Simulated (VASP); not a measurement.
Al3Si2F:

```
Al Si F
1.0
     4.28200    0.00000    0.00000
     0.00000    4.28200    0.00000
     0.00000    0.00000    5.62800
Al Si F
3 2 1
Direct
  0.50000 0.00000 0.92377
  0.00000 0.50000 0.92377
  0.50000 0.50000 0.21695
  0.50000 0.00000 0.46891
  0.00000 0.50000 0.46891
  0.00000 0.00000 0.95487
```

The cell was built by a generator and needn't be a form met in nature.

```yaml
Program: VASP 6.6.1
Task: relaxation of cell and atoms
Functional: PBE
Potentials_or_basis: VASP PAW PBE potentials, release 64 (Al, Si, F)
Cutoff: 520 eV
k_mesh: 8 × 8 × 6
Occupations: gaussian, width 0.1 eV
Spin: no spin polarisation
```

At the start: pressure 0.0 GPa; volume 17.20 Å³/atom.

Q: How do energy, volume and symmetry change on relaxing?

A: Over 13 steps the energy falls by 6.6 meV/atom and the volume is 17.23 Å³/atom (+0.2 %); space group P4mm (No. 99, to 0.05 Å).

The path:
```tsv
step	energy change (eV)	largest force (eV/Å)	pressure (GPa)	volume (Å³)
1	0.0000	0.0900	0.00	103.19
2	-0.0135	0.0864	-0.03	103.19
3	-0.0149	0.1679	0.01	103.18
4	-0.0204	0.1462	0.01	103.20
5	-0.0335	0.0818	0.04	103.25
6	-0.0358	0.1299	0.20	103.26
7	-0.0387	0.0331	0.13	103.26
8	-0.0391	0.0475	0.16	103.27
9	-0.0391	0.0509	0.13	103.27
10	-0.0391	0.0198	-0.25	103.83
11	-0.0394	0.0220	-0.05	103.55
12	-0.0394	0.0213	-0.06	103.56
13	-0.0395	0.0069	0.04	103.41
```

Final structure:
```cif
data_structure
_symmetry_space_group_name_H-M 'P 1'
_symmetry_Int_Tables_number 1
_cell_length_a 4.3933
_cell_length_b 4.3933
_cell_length_c 5.3576
_cell_angle_alpha 90.000
_cell_angle_beta 90.000
_cell_angle_gamma 90.000
_cell_volume 103.41
loop_
_atom_site_label
_atom_site_type_symbol
_atom_site_fract_x
_atom_site_fract_y
_atom_site_fract_z
_atom_site_occupancy
Al1 Al 0.50000 0.00000 0.93186 1
Al2 Al 0.00000 0.50000 0.93186 1
Al3 Al 0.50000 0.50000 0.22296 1
Si1 Si 0.50000 0.00000 0.45936 1
Si2 Si 0.00000 0.50000 0.45936 1
F1 F 0.00000 0.00000 0.95179 1
```
